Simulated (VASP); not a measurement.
# Relaxed cell of AlFe: a test of cutoff and mesh

How far does the relaxed cell of AlFe depend on cutoff and k mesh? The starting structure is a measured crystal structure from the Crystallography Open Database. The first relaxation on each setting starts from this cell expanded by 3 % in volume.

Program: VASP 6.6.1. Level of theory: Kohn-Sham DFT with plane waves and PAW; PBEsol. Results are calculated unless marked as measured.

## (1) The starting structure

The structure is cubic, space group Pm-3m (No. 221). The conventional cell has a = 2.910 Å, b = 2.910 Å, c = 2.910 Å, α = 90.00°, β = 90.00°, γ = 90.00°. Fe has 8 Al at 2.52 Å nearest. Nearest to Al lie 8 Fe at 2.52 Å. Farther neighbours are not listed.

## (2) Reference relaxation

This run starts from the cell of an earlier relaxation, which isn't shown; the restart sets up the plane waves anew.

INCAR

```
SYSTEM = AlFe
PREC = Accurate
ENCUT = 450
EDIFF = 1E-06
NELM = 100
ISMEAR = 1
SIGMA = 0.15
LREAL = .FALSE.
ALGO = Normal
GGA = PS
NBANDS = 14
ISPIN = 2
MAGMOM = 3 0
LASPH = .TRUE.
LMAXMIX = 4
LORBIT = 11
LWAVE = .FALSE.
LCHARG = .FALSE.
KPAR = 4
IBRION = 2
NSW = 50
ISIF = 3
EDIFFG = -0.006
```

POSCAR

```
AlFe
1.0
    2.8458856008      0.0000000000      0.0000000000
    0.0000000000      2.8458856008      0.0000000000
    0.0000000000      0.0000000000      2.8458856008
Fe Al
1 1
Direct
    0.5000000000      0.5000000000      0.5000000000
    0.0000000000      0.0000000000      0.0000000000
```

KPOINTS

```
Automatic mesh
0
Gamma
16 16 16
0 0 0
```

PAW data sets: Fe and Al (PBE family, release 64).

The run is started by

```console
$ mpirun -np 4 vasp_std
```

Output:

```text
[banner, memory and clock lines left out]
running    4 mpi-ranks, on    1 nodes
 distrk:  each k-point on    1 cores,    4 groups
 distr:  one band on    1 cores,    1 groups

 POSCAR found type information on POSCAR FeAl
 POSCAR found :  2 types and       2 ions
|                                                                             |
|               ----> ADVICE to this user running VASP <----                  |
|                                                                             |
|     You enforced a specific xc type in the INCAR file but a different       |
|     [... a line on the potential file left out ...]
|     I HOPE YOU KNOW WHAT YOU ARE DOING!                                     |
|                                                                             |

 LDA part: xc-table for (Slater+PW92), standard interpolation
 POSCAR, INCAR and KPOINTS ok, starting setup
 FFT: planning ... GRIDC
 FFT: planning ... GRID_SOFT
 FFT: planning ... GRID
 WAVECAR not read
 entering main loop
       N       E                     dE             d eps       ncg     rms          rms(c)
DAV:   1     0.271445787887E+02    0.27145E+02   -0.42435E+03  9512   0.721E+02
DAV:   2    -0.140352042946E+02   -0.41180E+02   -0.36928E+02  9870   0.142E+02
DAV:   3    -0.152960914973E+02   -0.12609E+01   -0.12416E+01 11796   0.283E+01
DAV:   4    -0.153135203181E+02   -0.17429E-01   -0.17422E-01 10892   0.298E+00
DAV:   5    -0.153140716183E+02   -0.55130E-03   -0.55129E-03 12064   0.589E-01    0.165E+01
DAV:   6    -0.171629196282E+02   -0.18488E+01   -0.48825E+01 10866   0.855E+01    0.172E+01
DAV:   7    -0.137968750932E+02    0.33660E+01   -0.27999E+01 11054   0.553E+01    0.291E+00
DAV:   8    -0.137506524936E+02    0.46223E-01   -0.19632E-01 11950   0.397E+00    0.160E+00
DAV:   9    -0.137342403467E+02    0.16412E-01   -0.32938E-02 12314   0.195E+00    0.869E-01
DAV:  10    -0.137317389730E+02    0.25014E-02   -0.12602E-03 11566   0.275E-01    0.234E-01
DAV:  11    -0.137316661442E+02    0.72829E-04   -0.20363E-04 12408   0.152E-01    0.124E-01
DAV:  12    -0.137316726785E+02   -0.65343E-05   -0.27832E-05 11412   0.488E-02    0.416E-02
DAV:  13    -0.137316562669E+02    0.16412E-04   -0.51904E-06 11280   0.256E-02    0.119E-02
DAV:  14    -0.137316557258E+02    0.54110E-06   -0.41090E-07  5838   0.526E-03
   1 F= -.13731656E+02 E0= -.13731935E+02  d E =-.137317E+02  mag=     0.6794
 curvature:   0.00 expect dE= 0.000E+00 dE for cont linesearch  0.000E+00
 trial: gam= 0.00000 g(F)=  0.000E+00 g(S)=  0.140E-05 ort = 0.000E+00 (trialstep = 0.100E+01)
 search vector abs. value=  0.140E-05
 reached required accuracy - stopping structural energy minimisation
```

Run time: 8.6 s. Hardware: 4 MPI ranks of Intel Xeon 6975P-C (Granite Rapids), shared host; peak memory 0.69 GiB; 32 s of CPU time.

Lines that name or quote the potential files are left out of all logs, and their timing lines are given in words.

From OUTCAR (step 2):

```text
ion  position               nearest neighbor table
   1  0.500  0.500  0.500-   2 2.46   2 2.46   2 2.46   2 2.46   2 2.46   2 2.46   2 2.46   2 2.46

  LATTYP: Found a simple cubic cell.
 ALAT       =     2.8458856008

 Subroutine GETGRP returns: Found 48 space group operations
 (whereof 48 operations were pure point group operations)

The static configuration has the point symmetry O_h .

 Found    165 irreducible k-points:

   k-points           NKPTS =    165   k-points in BZ     NKDIM =    165   number of bands    NBANDS=     14

   dimension x,y,z NGX =    20 NGY =   20 NGZ =   20
   dimension x,y,z NGXF=    40 NGYF=   40 NGZF=   40

   ENCUT  =  450.0 eV  33.07 Ry    5.75 a.u.   4.92  4.92  4.92*2*pi/ulx,y,z

   NELECT =      11.0000    total number of electrons

 k-points in reciprocal lattice and weights: Automatic mesh
   0.00000000  0.00000000  0.00000000       0.000
   0.06250000  0.00000000  0.00000000       0.001
   0.12500000  0.00000000  0.00000000       0.001
   0.18750000  0.00000000  0.00000000       0.001
   0.25000000  0.00000000  0.00000000       0.001
   0.31250000  0.00000000  0.00000000       0.001
   0.37500000  0.00000000  0.00000000       0.001
   0.43750000  0.00000000  0.00000000       0.001
   0.50000000  0.00000000  0.00000000       0.001
[...]
0.50000000  0.50000000  0.43750000       0.001
   0.50000000  0.50000000  0.50000000       0.000

 average (electrostatic) potential at core
       1 -40.2247       2 -70.5958

 E-fermi :   8.2073

 spin component 1
 k-point     1 :       0.0000    0.0000    0.0000
  band No.  band energies     occupation
    ...
      2       5.5679      1.00000
      3       5.5679      1.00000
      4       7.8866      1.00500
      5       7.8866      1.00500
      6       7.8866      1.00500
      7      14.7399      0.00000
      8      14.7399      0.00000
      9      14.7399      0.00000
     10      17.6889      0.00000
     11      17.6889      0.00000
    ...

 k-point     2 :       0.0625    0.0000    0.0000
  band No.  band energies     occupation
    ...
      2       5.5637      1.00000
      3       5.5906      1.00000
      4       7.8404      1.00147
      5       7.8404      1.00147
      6       7.8915      1.00561
      7      14.0474      0.00000
      8      14.8486      0.00000
      9      14.8486      0.00000
     10      17.6684      0.00000
     11      18.3355      0.00000
    ...

 k-point     3 :       0.1250    0.0000    0.0000
  band No.  band energies     occupation
    ...
      2       5.5343      1.00000
      3       5.6560      1.00000
      4       7.7137      1.00002
      5       7.7137      1.00002
      6       7.9053      1.00766
      7      12.7763      0.00000
      8      15.1632      0.00000
      9      15.1632      0.00000
     10      17.6076      0.00000
     11      19.4523      0.00000
    ...

 k-point     4 :       0.1875    0.0000    0.0000
  band No.  band energies     occupation
    ...
      2       5.4275      1.00000
      3       5.7562      1.00000
      4       7.5362      1.00000
      5       7.5362      1.00000
      6       7.9260      1.01172
      7      11.5170      0.00000
      8      15.6559      0.00000
      9      15.6559      0.00000
     10      17.5102      0.00000
     11      20.4622      0.00000
    ...

 k-point     5 :       0.2500    0.0000    0.0000
  band No.  band energies     occupation
    ...
      2       5.1559      1.00000
      3       5.8785      1.00000
      4       7.3422      1.00000
      5       7.3423      1.00000
      6       7.9506      1.01806
      7      10.4747     -0.00000
      8      16.2946      0.00000
      9      16.2946      0.00000
     10      17.3847      0.00000
     11      21.2914      0.00000
    ...

 k-point     6 :       0.3125    0.0000    0.0000
  band No.  band energies     occupation
    ...
      2       4.6358      1.00000
      3       6.0057      1.00000
      4       7.1620      1.00000
      5       7.1620      1.00000
      6       7.9753      1.02554
      7       9.7582     -0.00000
      8      17.0511      0.00000
      9      17.0511      0.00000
     10      17.2463      0.00000
     11      22.0127      0.00000
    ...

  Total       -0.0043915     -0.0043915     -0.0043915     -0.0000000      0.0000000     -0.0000000
  in kB       -0.3052640     -0.3052640     -0.3052640     -0.0000000      0.0000000     -0.0000000
  external PRESSURE =      -0.3052640 kB  Pullay stress =       0.0000000 kB

  energy-cutoff  :      450.00
  volume of cell :       23.05
      direct lattice vectors                 reciprocal lattice vectors
     2.845885601  0.000000000  0.000000000     0.351384469  0.000000000  0.000000000
     0.000000000  2.845885601  0.000000000     0.000000000  0.351384469  0.000000000
     0.000000000  0.000000000  2.845885601     0.000000000  0.000000000  0.351384469

 POSITION                                       TOTAL-FORCE (eV/Angst)
 -----------------------------------------------------------------------------------
      1.42294      1.42294      1.42294         0.000000      0.000000      0.000000
      0.00000      0.00000      0.00000         0.000000      0.000000      0.000000
 -----------------------------------------------------------------------------------
    total drift:                               -0.000000      0.000000     -0.000000

  FREE ENERGIE OF THE ION-ELECTRON SYSTEM (eV)
  ---------------------------------------------------
  free  energy   TOTEN  =       -13.7316557258 eV

  energy  without entropy=      -13.7324939160  energy(sigma->0) =      -13.73193512

 reached required accuracy - stopping structural energy minimisation

 total charge
# of ion       s       p       d       tot
------------------------------------------
    1        0.446   0.527   6.520   7.493
    2        0.403   0.450   0.000   0.853
--------------------------------------------------
tot          0.849   0.977   6.520   8.346

 magnetization (x)
# of ion       s       p       d       tot
------------------------------------------
    1       -0.000   0.008   0.703   0.711
    2       -0.007  -0.015   0.000  -0.022
--------------------------------------------------
tot         -0.007  -0.007   0.703   0.689

[... 6 further parts left out ...]
```

The cell holds one magnetic atom, so no antiferromagnetic order fits into it. The PAW data sets were made with PBE, which is usual practice but a small mismatch for other functionals. The run keeps the 48 symmetry operations of its start, so it cannot find a distortion of lower symmetry.

The reference relaxation ends at 11.525 Å³ an atom.

## (3) Relaxation with a cutoff of 270 eV

Against step 2 the input has ENCUT = 270. This run starts from the cell of an earlier relaxation, which isn't shown; the restart sets up the plane waves anew.

INCAR, as its differences from that of step 2:

```diff
@@ -2,3 +2,3 @@
 PREC = Accurate
-ENCUT = 450
+ENCUT = 270
 EDIFF = 1E-06
```

POSCAR

```
AlFe
1.0
    2.8453511322      0.0000000000      0.0000000000
    0.0000000000      2.8453511322      0.0000000000
    0.0000000000      0.0000000000      2.8453511322
Fe Al
1 1
Direct
    0.5000000000      0.5000000000      0.5000000000
    0.0000000000      0.0000000000      0.0000000000
```

KPOINTS is that of step 2.

The run is started by

```console
$ mpirun -np 4 vasp_std
```

Output:

```text
[banner, memory and clock lines left out]
running    4 mpi-ranks, on    1 nodes
[...]
[... a notice as in an earlier step ...]

 LDA part: xc-table for (Slater+PW92), standard interpolation
 POSCAR, INCAR and KPOINTS ok, starting setup
[...]
entering main loop
       N       E                     dE             d eps       ncg     rms          rms(c)
DAV:   1     0.145486166048E+02    0.14549E+02   -0.30834E+03 10092   0.455E+02
DAV:   2    -0.146871904283E+02   -0.29236E+02   -0.26252E+02 10098   0.108E+02
DAV:   3    -0.152912166407E+02   -0.60403E+00   -0.60038E+00 11846   0.173E+01
DAV:   4    -0.152967015951E+02   -0.54850E-02   -0.54839E-02 10632   0.163E+00
[...]
DAV:  12    -0.137218652556E+02   -0.65040E-05   -0.23320E-05 10940   0.398E-02    0.426E-02
DAV:  13    -0.137218489905E+02    0.16265E-04   -0.52427E-06 10836   0.231E-02    0.118E-02
DAV:  14    -0.137218486423E+02    0.34826E-06   -0.41397E-07  5628   0.442E-03
   1 F= -.13721849E+02 E0= -.13722124E+02  d E =-.137218E+02  mag=     0.6792
[...]
DAV:   4    -0.137217957485E+02    0.28703E-03   -0.59059E-04 10332   0.161E-01    0.797E-02
DAV:   5    -0.137217561157E+02    0.39633E-04   -0.74803E-05 12538   0.644E-02    0.187E-02
DAV:   6    -0.137217567727E+02   -0.65699E-06   -0.17704E-06  9360   0.882E-03
   2 F= -.13721757E+02 E0= -.13722057E+02  d E =0.918696E-04  mag=     0.6754
 trial-energy change:    0.000092  1 .order    0.000167   -0.001773    0.002107
 step:   0.4860(harm=  0.4570)  dis= 0.00000  next Energy=   -13.722288 (dE=-0.439E-03)
[...]
N       E                     dE             d eps       ncg     rms          rms(c)
DAV:   1    -0.137267012627E+02   -0.49451E-02   -0.59332E-02 10050   0.322E+00    0.606E-01
DAV:   2    -0.137297543534E+02   -0.30531E-02   -0.11545E-01 10990   0.360E+00    0.709E-01
DAV:   3    -0.137223774018E+02    0.73770E-02   -0.39814E-02 10918   0.216E+00    0.763E-02
DAV:   4    -0.137223030138E+02    0.74388E-04   -0.13802E-04 10230   0.720E-02    0.432E-02
DAV:   5    -0.137222912764E+02    0.11737E-04   -0.20036E-05 12122   0.330E-02    0.976E-03
DAV:   6    -0.137222914720E+02   -0.19565E-06   -0.12209E-06  5808   0.839E-03
   3 F= -.13722291E+02 E0= -.13722579E+02  d E =-.442830E-03  mag=     0.6773
[...]
reached required accuracy - stopping structural energy minimisation
```

The job ended after 8 s (4 MPI ranks; peak memory 0.55 GiB).

Parts of OUTCAR (step 3):

```text
  Total       -0.0015103     -0.0015103     -0.0015103     -0.0000000      0.0000000     -0.0000000
  in kB       -0.1056200     -0.1056200     -0.1056200     -0.0000000      0.0000000     -0.0000000
  external PRESSURE =      -0.1056200 kB  Pullay stress =       0.0000000 kB

 POSITION                                       TOTAL-FORCE (eV/Angst)
 -----------------------------------------------------------------------------------
      1.42007      1.42007      1.42007        -0.000000      0.000000      0.000000
      0.00000      0.00000      0.00000         0.000000     -0.000000      0.000000
 -----------------------------------------------------------------------------------
    total drift:                                0.000000      0.000000      0.000000

  FREE ENERGIE OF THE ION-ELECTRON SYSTEM (eV)
  ---------------------------------------------------
  free  energy   TOTEN  =       -13.7222914720 eV

  energy  without entropy=      -13.7231547378  energy(sigma->0) =      -13.72257923

 magnetization (x)
# of ion       s       p       d       tot
------------------------------------------
    1       -0.000   0.008   0.701   0.709
    2       -0.007  -0.015   0.000  -0.022
--------------------------------------------------
tot         -0.007  -0.007   0.701   0.687

[... 2 parts as in an earlier step ...]

[... 2 further parts left out ...]
[key lines of the parts left out:]
E-fermi :   8.2758
```

With a cutoff of 270 eV the cell ends at 11.455 Å³ an atom, -0.61 % from the reference.

## (4) Relaxation with an 8×8×8 mesh

Against step 2 the input has an 8×8×8 mesh. This run starts from the cell of an earlier relaxation, which isn't shown; the restart sets up the plane waves anew.

INCAR, as its differences from that of step 3:

```diff
@@ -2,3 +2,3 @@
 PREC = Accurate
-ENCUT = 270
+ENCUT = 450
 EDIFF = 1E-06
```

POSCAR

```
AlFe
1.0
    2.8474003438      0.0000000000      0.0000000000
    0.0000000000      2.8474003438      0.0000000000
    0.0000000000      0.0000000000      2.8474003438
Fe Al
1 1
Direct
    0.5000000000      0.5000000000      0.5000000000
    0.0000000000      0.0000000000      0.0000000000
```

KPOINTS

```
Automatic mesh
0
Gamma
8 8 8
0 0 0
```

The run is started by

```console
$ mpirun -np 4 vasp_std
```

Output:

```text
[... set-up lines as in an earlier step ...]
 entering main loop
       N       E                     dE             d eps       ncg     rms          rms(c)
DAV:   1     0.261351295848E+02    0.26135E+02   -0.42276E+03  2000   0.717E+02
DAV:   2    -0.141107964353E+02   -0.40246E+02   -0.36289E+02  2062   0.141E+02
DAV:   3    -0.152940324051E+02   -0.11832E+01   -0.11720E+01  2562   0.278E+01
DAV:   4    -0.153100113712E+02   -0.15979E-01   -0.15974E-01  2278   0.289E+00
[...]
DAV:  12    -0.137257495243E+02   -0.22024E-06   -0.48275E-05  2504   0.785E-02    0.274E-02
DAV:  13    -0.137257428439E+02    0.66804E-05   -0.11161E-05  2430   0.410E-02    0.140E-02
DAV:  14    -0.137257418874E+02    0.95652E-06   -0.18705E-07  1172   0.379E-03
   1 F= -.13725742E+02 E0= -.13726088E+02  d E =-.137257E+02  mag=     0.7582
[...]
reached required accuracy - stopping structural energy minimisation
```

Wall time 3.6 s (4 MPI ranks); peak memory 0.49 GiB.

OUTCAR, selected parts (step 4):

```text
  Total       -0.0049278     -0.0049278     -0.0049278     -0.0000000      0.0000000     -0.0000000
  in kB       -0.3419928     -0.3419928     -0.3419928     -0.0000000      0.0000000     -0.0000000
  external PRESSURE =      -0.3419928 kB  Pullay stress =       0.0000000 kB

 POSITION                                       TOTAL-FORCE (eV/Angst)
 -----------------------------------------------------------------------------------
      1.42370      1.42370      1.42370         0.000000      0.000000      0.000000
      0.00000      0.00000      0.00000         0.000000      0.000000      0.000000
 -----------------------------------------------------------------------------------
    total drift:                               -0.000000      0.000000     -0.000000

  FREE ENERGIE OF THE ION-ELECTRON SYSTEM (eV)
  ---------------------------------------------------
  free  energy   TOTEN  =       -13.7257418874 eV

  energy  without entropy=      -13.7267792116  energy(sigma->0) =      -13.72608766

 magnetization (x)
# of ion       s       p       d       tot
------------------------------------------
    1        0.002   0.012   0.773   0.787
    2       -0.008  -0.016   0.000  -0.024
--------------------------------------------------
tot         -0.006  -0.005   0.773   0.763

[... 1 part as in an earlier step ...]

[... 3 further parts left out ...]
[key lines of the parts left out:]
E-fermi :   8.2044
```

With an 8×8×8 mesh the cell ends at 11.543 Å³ an atom, +0.16 % from the reference.

(Continued in part 2 of 2.)

[Lines on the potential files, build, host, timing and source positions are cut from VASP's logs without a mark.]

[Logs are printed without paths, hosts, clocks, repeated set-up lines and the standing remarks that a program may print on its own settings, such as how far it seeks lower states.]

[Hosts, paths, dates, database ids (printed as entryN), source tags and the programs' standing remarks are cut or masked in the printed files.]
